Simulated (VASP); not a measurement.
Consider the following.

```
FePt
1.0
    2.68101     0.00000     0.00000
    0.00000     2.68101     0.00000
    0.00000     0.00000     3.70851
Fe Pt
1 1
Direct
  0.00000   0.00000   0.00000
  0.50000   0.50000   0.50000
```
Starting moments (μB, in the order of the record's atoms Fe Pt): 2.8 0.3.

The numbers are results of AM05 GGA, VASP's PBE PAW potentials (set 64) (plane waves; VASP), not measurements. Run with 520 eV cut-off, 12×12×9 Γ-centred mesh, first-order Methfessel-Paxton smearing of 0.10 eV, potentials Fe Pt.

Unless said otherwise, spin-orbit coupling is left out, though it shifts the bands of the heavy elements here.

**Question.** Predict the cell moment, energy per atom (σ→0), band gap (on the k-mesh) with the smallest direct gap where there is one.

**Answer.** 
The band gap (on the k-mesh) is none (metal, semimetal or under 0.01 eV) and the cell moment is 3.20 μB. The energy per atom (σ→0) is -7.869 eV/atom.

**Question.** Give the moment on each site (PAW-sphere projection).

**Answer.** 
| site | moment (μB) |
|---|---|
| Fe1 | 2.84 |
| Pt2 | 0.32 |

The absolute energy has meaning only against runs of the same code, potentials and settings.

The compound is FePt in the L1_0 structure. It was relaxed first. The start is the result of an earlier pass.
